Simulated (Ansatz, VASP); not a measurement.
## BN: VASP beside Ansatz

Wanted: the spread between two codes on one cell, functional and k mesh. The cell is taken from a series of runs on this material, whose earlier steps may have relaxed, scaled, displaced or heated it; both programs get it as it stands.

Calculated with Ansatz 0.2.0; plane waves, with VASP 6.6.1 beside it; zone-centre phonons at LDA.

## Step 1: The starting structure

It takes space group F-43m (No. 216, cubic). The conventional cell has a = 3.544 Å, b = 3.544 Å, c = 3.544 Å, α = 90.00°, β = 90.00°, γ = 90.00°. B has 4 N at 1.53 Å nearest. Nearest to N lie 4 B at 1.53 Å. Farther neighbours and most contacts between anions are not listed.

## Step 2: Ansatz: zone-centre phonons, LDA

Ansatz runs on its PAW soft_1 files.

Second derivatives magnify differences that forces hide, and they need a tight electronic threshold.

File input.yaml:

```yaml
crystal:
  lattice:
    - [0.0, 1.7718440216, 1.7718440216]
    - [1.7718440216, 0.0, 1.7718440216]
    - [1.7718440216, 1.7718440216, 0.0]
  atoms:
    - { symbol: B, position: [0.0, 0.0, 0.0] }
    - { symbol: "N", position: [0.75, 0.75, 0.75] }
kpoints:
  mp_grid: { grid: [12, 12, 12] }
hamiltonian:
  xc: lda
  pseudopotentials: { kind: paw, azcp: { folder: soft_1 }, xc_functional: pbe }
scf:
  occupations: { method: fixed }
  lower_state_search: "off"
output:
  eigenvalues: true
phonons:
  method: dfpt
  dielectric: true
  rigid_motions: translations
  qmesh: [4, 4, 4]
  temperatures: { t_max: 1000, t_step: 50 }
  qpath:
    path:
      - [[0.0, 0.0, 0.0], [-0.5, -0.5, 0.0], [-0.375, -0.375, 0.25]]
      - [[-0.375, 0.0, 0.375], [0.0, 0.0, 0.0], [0.0, 0.0, 0.5], [-0.5, -0.25, 0.25], [-0.5, -0.5, 0.0]]
    npoints: 10
```

Run with:

```sh
$ ansatz run input.yaml --threads 8 --pin off --max-ram 16384MiB --backend cpu --events-out ev --progress --plain --runs-dir out
```

Numbers of over 12 decimals in the logs are rounded to 6 here.

Log:

```text
Warning: phonons: the dynamical matrix that this run interpolates holds no multipole term above the dipole-dipole one, and a site of this crystal is no centre of inversion, so its interpolated transverse optical and acoustic branches and sound speeds can stay off near Gamma, and the density of states and the thermodynamics with them. What a run solves at a wave vector of phonons.qpoints, Gamma apart, where the deck admits one, is free of this, and under fd what a larger phonons.supercell samples
Engine: ansatz 0.2.0, aarch64-unknown-linux-gnu
Pseudopotentials: kind: paw
Pseudopotential: B, paw, valence charge 3, recommended cutoff 420 eV (normal), soft_1/B.paw.azcp
Pseudopotential: N, paw, valence charge 5, recommended cutoff 420 eV (normal), soft_1/N.paw.azcp
Functional definition: SPW92
  exchange = slater_x
  correlation = pw_c
Crystal: 2 atoms, lattice volume = 11.125 Å³
Basis set: ecut = 420 eV, 229 PW (Γ), exchange–correlation on 36×36×36 points (8 copies of the dense FFT grid, shifted against one another)
Bands: 8, of which v1, the nominal top of the filled ones, is band 4 counted from 1 (3 counted from 0)
Symmetry: 24 space group operations
k-points: 280 of 1728 (irreducible under 4 space group operations, time reversal used)
Non-local potential: B, projectors of the file, l = 0: 2, l = 1: 2, l = 2: 1
Non-local potential: N, projectors of the file, l = 0: 2, l = 1: 2, l = 2: 1
PAW form: soft (Blöchl's): semilocal exchange-correlation on the pseudo side does not see the compensation charge
PAW frozen core: B, regenerated for the run's functional, and the local potential with it (the file was generated under x = pbe(κ = 0.804, μ = 0.219515), c = pbe(β = 0.066725))
PAW frozen core: N, regenerated for the run's functional, and the local potential with it (the file was generated under x = pbe(κ = 0.804, μ = 0.219515), c = pbe(β = 0.066725))
PAW one-centre angular grid: B, 110 points (default); XC on 64 Gauss nodes
PAW one-centre angular grid: N, 110 points (default); XC on 64 Gauss nodes
Initial density: superposition of atomic densities (chi_scale 0.1, normalization cell, long waves kept (reshape's long-wave potential 0.00 eV rms))
Initial wavefunctions: pseudopotential atomic-orbital guess
Functional: x = slater, c = lda
SCF iter   1: F=—  HF=-527.290288 eV  |F-HF|=—  |Δ(HF+E_count)|=         —  Δρ=1.57e-1  dr2=2.15e0  ethr=3.10e-3  ⟨swp⟩=3.9  Hψ=12707  notcnv=0  defer=438
preconditioner: auto → none  [insulator: Δε(μ)=5.967 eV  Ē_g=21.118 eV  n_scr=0 (ndim 8)  ℏωp=31.5 eV  f_vac=0.000  ε∞_Penn≈3.2]
SCF iter   2: F=—  HF=-526.543450 eV  |F-HF|=—  |Δ(HF+E_count)|=   7.47e-1  Δρ=6.59e-2  dr2=2.67e-1  ethr=3.10e-3  ⟨swp⟩=2.0  Hψ=6578  notcnv=0  defer=72
SCF iter   3: F=—  HF=-526.467258 eV  |F-HF|=—  |Δ(HF+E_count)|=   7.62e-2  Δρ=2.23e-2  dr2=3.29e-2  ethr=3.10e-3  ⟨swp⟩=3.0  Hψ=3928  notcnv=0  defer=471
SCF iter   4: F=—  HF=-526.457582 eV  |F-HF|=—  |Δ(HF+E_count)|=   9.68e-3  Δρ=2.85e-3  dr2=2.95e-4  ethr=4.11e-4  ⟨swp⟩=3.1  Hψ=3963  notcnv=0  defer=542
SCF iter   5: F=—  HF=-526.457571 eV  |F-HF|=—  |Δ(HF+E_count)|=   1.11e-5  Δρ=1.51e-4  dr2=1.07e-6  ethr=3.69e-6  ⟨swp⟩=2.9  Hψ=3512  notcnv=0  defer=547
SCF iter   6: F=—  HF=-526.457571 eV  |F-HF|=—  |Δ(HF+E_count)|=   1.73e-7  Δρ=1.45e-5  dr2=5.18e-9  ethr=1.34e-8  ⟨swp⟩=2.5  Hψ=3309  notcnv=0  defer=39
SCF iter   7: F=-526.457571 eV  HF=-526.457571 eV  |F-HF|=5.68e-12  |Δ(HF+E_count)|=  5.30e-10  Δρ=7.71e-7  dr2=2.45e-11  ethr=1.25e-12  ⟨swp⟩=7.5  Hψ=12335  notcnv=0
SCF 1 converged in 7 iterations: F = -526.457571 eV  dr2 = 2.45e-11
  greatest PAW one-centre occupation: 0.787 electrons in one spin orbital (limit 2), on the N atom at site 1 (counted from 0), in its partial waves of l = 0
NSCF: frozen V_eff on 1 k-points
DFPT response loops at Γ: preconditioner auto → none (the input reference at scf.mixing.eps_inf says where Resta's filter doesn't serve); β = 0.50; Broyden in place of MSR1
NSCF: frozen V_eff on 72 k-points
NSCF: frozen V_eff on 1872 k-points
DFPT response loops at q = (0, 0, 0.25) (fractional): mixed as the last ones told, above
NSCF: frozen V_eff on 952 k-points
DFPT response loops at q = (0, 0, -0.5) (fractional): mixed as the last ones told, above
NSCF: frozen V_eff on 1020 k-points
DFPT response loops at q = (0, 0.25, 0.25) (fractional): mixed as the last ones told, above
NSCF: frozen V_eff on 3456 k-points
DFPT response loops at q = (0, 0.25, -0.5) (fractional): mixed as the last ones told, above
NSCF: frozen V_eff on 1872 k-points
DFPT response loops at q = (0, 0.25, -0.25) (fractional): mixed as the last ones told, above
NSCF: frozen V_eff on 560 k-points
DFPT response loops at q = (0, -0.5, -0.5) (fractional): mixed as the last ones told, above
NSCF: frozen V_eff on 1020 k-points
DFPT response loops at q = (0.25, -0.5, -0.25) (fractional): mixed as the last ones told, above
SCF converged after 7 iterations
Free energy (F): -526.457571 eV
Harris-Foulkes:  -526.457571 eV  (|F-HF|=5.68e-12)
Internal energy: -526.457571 eV  (E = F + TS)
E sigma→0 (E₀):  -526.457571 eV
Fermi energy:    11.895305 eV
--- Per-component energies (eV) ---
  E_band       = 30.114062
  E_kinetic    = 186.829056
  E_local      = -153.930694  (includes V_loc(G=0)·N_el)
  E_nonlocal   = 44.326898
  E_hartree    = 46.995037
  E_xc         = -93.259831
  E_vxc        = -115.806401  (∫ρ·V_xc dr)
  E_paw        = -191.948076  (= ΣΔE_a)
  E_vpaw       = -25.295657  (= ΣTr[D̂ρ^β])
  E_aug_tail   = 0.000820  (compensation charges beyond the density's cutoff)
  E_ewald      = -365.596659
  E_core_change = 0.125878  (= ΣΔE_core)
  E_smearing   = -0.000000  (= −TS)
  E_closure    = 0.000000  (closes the sum)
  Σ components = -526.457571   (vs F -526.457571, Δ=0.00e0)
--- Band table (eV; the first three rows and the last of 280) ---
  k-point 0: bands = ["-8.8732", "11.8953", "11.8953", "11.8953", "20.8684", "20.8684", "20.8684", "23.2906"]
  k-point 1: bands = ["-8.6953", "10.9522", "11.7011", "11.7011", "21.1612", "21.1612", "21.1721", "23.7896"]
  k-point 2: bands = ["-8.1672", "8.7740", "11.2298", "11.2298", "21.6756", "21.8357", "21.8357", "24.9837"]
  k-point 279: bands = ["-2.4601", "4.1304", "4.4114", "4.9044", "21.5968", "25.8415", "26.5105", "27.5018"]
--- Phonons (Γ-DFPT): 2 representative perturbations + reference, on 280 of 1728 k-points (Σ response iterations 6) ---
  k mesh reduced under 4 symmetry operations, with k and −k counted as one. Each operation leaves every solved perturbation unchanged. A smaller set is not considered because the run solves the response to a homogeneous field
  ASR residual: 1.035e-4 → 0.000e0 eV/Å²; symmetrization residual: 2.379e-7 eV/Å²
  ASR residual per site (eV/Å²): 1.03e-4 9.23e-5
  Γ frequencies (cm⁻¹): 0.00 0.00 0.00 1107.55 1107.55 1107.55
  ε∞ (high-frequency dielectric tensor):
        4.540088     0.000000     0.000000
       -0.000000     4.540088    -0.000000
        0.000000     0.000000     4.540088
  ε⁰ (static dielectric tensor: ions relaxed, cell fixed):
        6.590582     0.000000     0.000000
       -0.000000     6.590582    -0.000000
        0.000000    -0.000000     6.590582
  ε⁰ − ε∞ (ionic part):
        2.050494     0.000000     0.000000
        0.000000     2.050494    -0.000000
        0.000000    -0.000000     2.050494
  softest optical mode at Γ: 1107.55 cm⁻¹; the repairs (sum rule, projections) moved no ω² at Γ by more than (1.62 cm⁻¹)²
  Born effective charges Z* (e; rows j = field, columns β = displacement):
    site 0:
         1.86271   -0.00000    0.00000
         0.00000    1.86271   -0.00000
        -0.00000   -0.00000    1.86271
    site 1:
        -1.86271    0.00000   -0.00000
        -0.00000   -1.86271    0.00000
         0.00000    0.00000   -1.86271
  Z* charge neutrality: 1.490e-6 e pre-enforcement
  k-mesh period / interband length: 30.1 Å / 1.28 Å = 23.47 at k = (0.0000, -0.5000, -0.5000), direct gap 9.654 eV — 14 or more, which is no proof of convergence
  optical modes at Γ without the LO–TO term, one row a degenerate level:
      ω (cm⁻¹)  modes    IR ((D/Å)²/amu)
       1107.55      3            39.3598
  optical modes at Γ + LO–TO along q̂ = [1.0000, 0.0000, 0.0000]:
      ω (cm⁻¹)  modes    IR ((D/Å)²/amu)
       1107.55      2            26.2399
       1334.42      1            13.1199
  optical modes at Γ + LO–TO along q̂ = [0.0000, 1.0000, 0.0000]:
      ω (cm⁻¹)  modes    IR ((D/Å)²/amu)
       1107.55      2            26.2399
       1334.42      1            13.1199
  optical modes at Γ + LO–TO along q̂ = [0.0000, 0.0000, 1.0000]:
      ω (cm⁻¹)  modes    IR ((D/Å)²/amu)
       1107.55      2            26.2399
       1334.42      1            13.1199
--- Phonons (arbitrary-q DFPT): 8 irreducible q on the 4×4×4 mesh ---
  q = [0.0000, 0.0000, 0.0000] (star 1, of the zone-centre solve; hermiticity 1.73e-8, symmetrization 2.01e-15): 0.00 0.00 0.00 1107.55 1107.55 1107.55
  q = [0.0000, 0.0000, 0.2500] (star 8, 2 solved perturbations on 936 of 1728 k-point pairs; hermiticity 6.97e-9, symmetrization 4.73e-15): 359.07 359.07 660.87 1077.99 1077.99 1294.81
  q = [0.0000, 0.0000, -0.5000] (star 4, 2 solved perturbations on 476 of 1728 k-point pairs; hermiticity 6.21e-9, symmetrization 5.71e-15): 490.59 490.59 1027.26 1053.86 1053.86 1171.60
  q = [0.0000, 0.2500, 0.2500] (star 6, 4 solved perturbations in 1608 linear systems a pass and spin channel, the states on 510 of 1728 k-point pairs; hermiticity 7.83e-9, symmetrization 4.21e-15): 489.53 489.53 676.26 1057.27 1057.27 1308.21
  q = [0.0000, 0.2500, -0.5000] (star 24, 4 solved perturbations in 5328 linear systems a pass and spin channel, the states on 1728 of 1728 k-point pairs; hermiticity 1.08e-8, symmetrization 2.97e-15): 615.57 743.51 920.13 1016.14 1055.81 1171.34
  q = [0.0000, 0.2500, -0.2500] (star 12, 4 solved perturbations in 2892 linear systems a pass and spin channel, the states on 936 of 1728 k-point pairs; hermiticity 6.11e-9, symmetrization 5.60e-15): 538.10 717.34 820.55 1030.83 1088.53 1187.62
  q = [0.0000, -0.5000, -0.5000] (star 3, 4 solved perturbations in 886 linear systems a pass and spin channel, the states on 280 of 1728 k-point pairs; hermiticity 4.47e-9, symmetrization 6.91e-15): 709.72 709.72 980.26 980.26 1056.78 1196.30
  q = [0.2500, -0.5000, -0.2500] (star 6, 4 solved perturbations in 1544 linear systems a pass and spin channel, the states on 510 of 1728 k-point pairs; hermiticity 9.27e-9, symmetrization 4.71e-15): 807.60 828.33 916.46 1019.14 1040.20 1068.98
  sum rule: each row above includes the acoustic sum rule's correction from the zone centre's row sums; it moved no ω² by more than (1.61 cm⁻¹)²
  mesh force constants: q→R imaginary residual 2.11e-18; ASR residual 1.035e-4 → 0.000e0 eV/Å²; symmetrization residual 2.842e-14 eV/Å²
  interpolated dispersion: 63 rows × 6 modes
  density of states and harmonic sums: on the 32×32×32 q-mesh, interpolated from the force constants of a 4×4×4 supercell (with the dipole–dipole term)
  largest difference from the sums on the solved wave vectors: F 5.11e-3 eV, S 9.26e-6 and C_V 3.93e-6 eV/K
  zero-point energy: 0.331676 eV/cell   skipped modes (ω ≤ 0): 3   left out of the sums: 1.53e-5 of the cell's modes: C_V's classical limit lies that fraction below 3 k_B per atom; for a crystal, a wire or a layer, F and S can be off by more, and a phonons.interpolated_qmesh denser along its periods is the remedy for the sampling
```

In the SCF lines HF is the Harris–Foulkes energy and dr2 the Hartree energy of the density residual, in eV; the loop may stop once dr2 is under the threshold and the program's other checks hold. Hψ counts applications of the Hamiltonian.

(Continued in part 2 of 2.)

[Lines on the potential files, build, host, timing and source positions are cut from VASP's logs without a mark.]

[Logs are printed without paths, hosts, clocks, repeated set-up lines and the standing remarks that a program may print on its own settings, such as how far it seeks lower states.]

[Hosts, paths, dates, database ids (printed as entryN), source tags and the programs' standing remarks are cut or masked in the printed files.]
